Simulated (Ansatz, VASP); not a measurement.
**Y4S3N2 (Y4S3N2 (C2/m)): VASP beside Ansatz**

One calculation is typed for both programs; each brings its own data sets and cutoff. How far apart do they land?

Program: Ansatz 0.2.0. Level of theory: plane waves, with VASP 6.6.1 beside it; single point at PBEsol. Results are calculated unless marked as measured.

### 1. Starting point

The cell holds 54 atoms: 24 Y, 18 S and 12 N. Its edges and angles: a = 12.777 Å, b = 11.374 Å, c = 9.747 Å, α = 90.0°, β = 128.4°, γ = 90.0°. It derives from Y4S3N2 (Y4S3N2 (C2/m)).

Structure file:

```
Y S N
1.0
    12.77716    0.00000   -0.00777
     0.00000   11.37394    0.00000
    -6.05003    0.00000    7.64215
Y S N
24 18 12
Cartesian
  5.7839 7.5826 4.9569
  -0.6047 9.4783 4.9607
  5.7839 3.7913 4.9569
  -0.6047 5.6870 4.9607
  5.7839 0.0000 4.9569
  -0.6047 1.8957 4.9607
  0.9432 7.5826 2.6775
  7.3318 9.4783 2.6736
  0.9432 3.7913 2.6775
  7.3318 5.6870 2.6736
  0.9432 0.0000 2.6775
  7.3318 1.8957 2.6736
  4.6936 7.5826 1.0979
  11.0822 9.4783 1.0940
  4.6936 3.7913 1.0979
  11.0822 5.6870 1.0940
  4.6936 0.0000 1.0979
  11.0822 1.8957 1.0940
  2.0336 7.5826 6.5365
  -4.3550 9.4783 6.5403
  2.0336 3.7913 6.5365
  -4.3550 5.6870 6.5403
  2.0336 0.0000 6.5365
  -4.3550 1.8957 6.5403
  0.0000 7.5826 0.0000
  6.3886 9.4783 -0.0039
  0.0000 3.7913 0.0000
  6.3886 5.6870 -0.0039
  0.0000 0.0000 0.0000
  6.3886 1.8957 -0.0039
  -2.5132 7.5826 5.9945
  3.8753 9.4783 5.9906
  -2.5132 3.7913 5.9945
  3.8753 5.6870 5.9906
  -2.5132 0.0000 5.9945
  3.8753 1.8957 5.9906
  9.2404 7.5826 1.6399
  2.8518 9.4783 1.6437
  9.2404 3.7913 1.6399
  2.8518 5.6870 1.6437
  9.2404 0.0000 1.6399
  2.8518 1.8957 1.6437
  6.0410 7.5826 2.7528
  -0.3476 9.4783 2.7567
  6.0410 3.7913 2.7528
  -0.3476 5.6870 2.7567
  6.0410 0.0000 2.7528
  -0.3476 1.8957 2.7567
  0.6861 7.5826 4.8815
  7.0747 9.4783 4.8776
  0.6861 3.7913 4.8815
  7.0747 5.6870 4.8776
  0.6861 0.0000 4.8815
  7.0747 1.8957 4.8776
```

### 2. VASP: single point, PBEsol

A single point gives forces, pressure and levels at one fixed geometry, so differences don't come from the geometry; what else differs is listed under the comparison.

Lines of VASP's logs that name or quote its potential files are left out, and so is its time.

Contents of INCAR:

```
SYSTEM = Y4S3N2
PREC = Normal
ENCUT = 400
EDIFF = 1E-05
NELM = 120
ISMEAR = 0
SIGMA = 0.05
LREAL = Auto
ALGO = Fast
GGA = PS
LORBIT = 11
LWAVE = .FALSE.
LCHARG = .FALSE.
NCORE = 4
```

Contents of POSCAR:

```
Y4S3N2
1.0
   12.7771638868      0.0000000000     -0.0077716424
    0.0000000000     11.3739395922      0.0000000000
   -6.0500290230      0.0000000000      7.6421525985
Y S N
24 18 12
Direct
    0.7601639807      0.6666666667      0.6493928107
    0.2601639807      0.8333333333      0.6493928107
    0.7601639807      0.3333333333      0.6493928107
    0.2601639807      0.5000000000      0.6493928107
    0.7601639807      0.0000000000      0.6493928107
    0.2601639807      0.1666666667      0.6493928107
    0.2398360193      0.6666666667      0.3506071893
    0.7398360193      0.8333333333      0.3506071893
    0.2398360193      0.3333333333      0.3506071893
    0.7398360193      0.5000000000      0.3506071893
    0.2398360193      0.0000000000      0.3506071893
    0.7398360193      0.1666666667      0.3506071893
    0.4355776990      0.6666666667      0.1441095031
    0.9355776990      0.8333333333      0.1441095031
    0.4355776990      0.3333333333      0.1441095031
    0.9355776990      0.5000000000      0.1441095031
    0.4355776990      0.0000000000      0.1441095031
    0.9355776990      0.1666666667      0.1441095031
    0.5644223010      0.6666666667      0.8558904969
    0.0644223010      0.8333333333      0.8558904969
    0.5644223010      0.3333333333      0.8558904969
    0.0644223010      0.5000000000      0.8558904969
    0.5644223010      0.0000000000      0.8558904969
    0.0644223010      0.1666666667      0.8558904969
    0.0000000000      0.6666666667      0.0000000000
    0.5000000000      0.8333333333      0.0000000000
    0.0000000000      0.3333333333      0.0000000000
    0.5000000000      0.5000000000      0.0000000000
    0.0000000000      0.0000000000      0.0000000000
    0.5000000000      0.1666666667      0.0000000000
    0.1748027807      0.6666666667      0.7845797125
    0.6748027807      0.8333333333      0.7845797125
    0.1748027807      0.3333333333      0.7845797125
    0.6748027807      0.5000000000      0.7845797125
    0.1748027807      0.0000000000      0.7845797125
    0.6748027807      0.1666666667      0.7845797125
    0.8251972193      0.6666666667      0.2154202875
    0.3251972193      0.8333333333      0.2154202875
    0.8251972193      0.3333333333      0.2154202875
    0.3251972193      0.5000000000      0.2154202875
    0.8251972193      0.0000000000      0.2154202875
    0.3251972193      0.1666666667      0.2154202875
    0.6436725524      0.6666666667      0.3608735673
    0.1436725524      0.8333333333      0.3608735673
    0.6436725524      0.3333333333      0.3608735673
    0.1436725524      0.5000000000      0.3608735673
    0.6436725524      0.0000000000      0.3608735673
    0.1436725524      0.1666666667      0.3608735673
    0.3563274476      0.6666666667      0.6391264327
    0.8563274476      0.8333333333      0.6391264327
    0.3563274476      0.3333333333      0.6391264327
    0.8563274476      0.5000000000      0.6391264327
    0.3563274476      0.0000000000      0.6391264327
    0.8563274476      0.1666666667      0.6391264327
```

Contents of KPOINTS:

```
Automatic mesh
0
Gamma
1 1 2
0 0 0
```

PAW data sets: Y_sv, S and N (PBE family, release 64).

Started as:

```sh
> mpirun -np 4 vasp_std
```

Numbers of over 12 decimals in the logs are rounded to 6 here.

Log:

```text
[banner, memory and clock lines left out]
running    4 mpi-ranks, on    1 nodes
[...]
|                                                                             |
|               ----> ADVICE to this user running VASP <----                  |
|                                                                             |
|     You enforced a specific xc type in the INCAR file but a different       |
|     [... a line on the potential file left out ...]
|     I HOPE YOU KNOW WHAT YOU ARE DOING!                                     |
|                                                                             |

 LDA part: xc-table for (Slater+PW92), standard interpolation
 POSCAR, INCAR and KPOINTS ok, starting setup
[...]
entering main loop
       N       E                     dE             d eps       ncg     rms          rms(c)
DAV:   1     0.289949413241E+04    0.28995E+04   -0.17907E+05  1036   0.132E+03
DAV:   2    -0.163587797380E+03   -0.30631E+04   -0.29149E+04  1204   0.369E+02
DAV:   3    -0.497548466722E+03   -0.33396E+03   -0.33111E+03  1360   0.984E+01
DAV:   4    -0.528454617861E+03   -0.30906E+02   -0.30857E+02  1712   0.247E+01
[...]
RMM:  14    -0.455127277928E+03   -0.77543E-03   -0.39297E-02  1975   0.240E-01    0.234E-01
RMM:  15    -0.455128891830E+03   -0.16139E-02   -0.20074E-02  2002   0.139E-01    0.218E-01
RMM:  16    -0.455129288243E+03   -0.39641E-03   -0.46208E-03  1996   0.822E-02    0.846E-02
WARNING in EDDRMM: call to ZHEGV failed, returncode =   6  3     89
RMM:  17    -0.455129528282E+03   -0.24004E-03   -0.23119E-03  1866   0.472E-02    0.595E-02
RMM:  18    -0.455129590497E+03   -0.62216E-04   -0.66477E-04  1759   0.332E-02    0.329E-02
RMM:  19    -0.455129626479E+03   -0.35981E-04   -0.35219E-04  1581   0.191E-02    0.185E-02
RMM:  20    -0.455129636031E+03   -0.95524E-05   -0.10073E-04  1335   0.130E-02    0.124E-02
RMM:  21    -0.455129640440E+03   -0.44093E-05   -0.49250E-05  1271   0.967E-03
   1 F= -.45512964E+03 E0= -.45512964E+03  d E =-.260998E-17
```

OUTCAR, selected parts (step 2):

```text
  Total       -6.9418812     -2.5335462     -5.8666236      0.0000000      0.0000000      0.4352046
  in kB      -10.0192646     -3.6566846     -8.4673380      0.0000000      0.0000000      0.6281338
  external PRESSURE =      -7.3810957 kB  Pullay stress =       0.0000000 kB

 POSITION                                       TOTAL-FORCE (eV/Angst)
 -----------------------------------------------------------------------------------
      5.78389      7.58263      4.95685         0.011059     -0.000000      0.013767
     -0.60469      9.47828      4.96074         0.011059      0.000000      0.013767
      5.78389      3.79131      4.95685         0.011059     -0.000000      0.013767
     -0.60469      5.68697      4.96074         0.011059     -0.000000      0.013767
      5.78389      0.00000      4.95685         0.011059     -0.000000      0.013767
     -0.60469      1.89566      4.96074         0.011059     -0.000000      0.013767
      0.94324      7.58263      2.67753        -0.011059     -0.000000     -0.013767
      7.33182      9.47828      2.67364        -0.011059     -0.000000     -0.013767
      0.94324      3.79131      2.67753        -0.011059     -0.000000     -0.013767
      7.33182      5.68697      2.67364        -0.011059     -0.000000     -0.013767
      0.94324      0.00000      2.67753        -0.011059     -0.000000     -0.013767
      7.33182      1.89566      2.67364        -0.011059     -0.000000     -0.013767
      4.69358      7.58263      1.09792        -0.017161     -0.000000      0.002228
     11.08216      9.47828      1.09404        -0.017161     -0.000000      0.002228
[...]
-----------------------------------------------------------------------------------
    total drift:                                0.000000      0.000000      0.000000

  FREE ENERGIE OF THE ION-ELECTRON SYSTEM (eV)
  ---------------------------------------------------
  free  energy   TOTEN  =      -455.1296404403 eV

  energy  without entropy=     -455.1296404403  energy(sigma->0) =     -455.12964044

[... 2 further parts left out ...]
[key lines of the parts left out:]
E-fermi :   3.5017
```

The run ends at a pressure of -0.74 GPa, with forces up to 0.041 eV/Å.

(Part 1 of 2 ends here.)

[Lines on the potential files, build, host, timing and source positions are cut from VASP's logs without a mark.]

[Logs are printed without paths, hosts, clocks, repeated set-up lines and the standing remarks that a program may print on its own settings, such as how far it seeks lower states.]

[Hosts, paths, dates, database ids (printed as entryN), source tags and the programs' standing remarks are cut or masked in the printed files.]
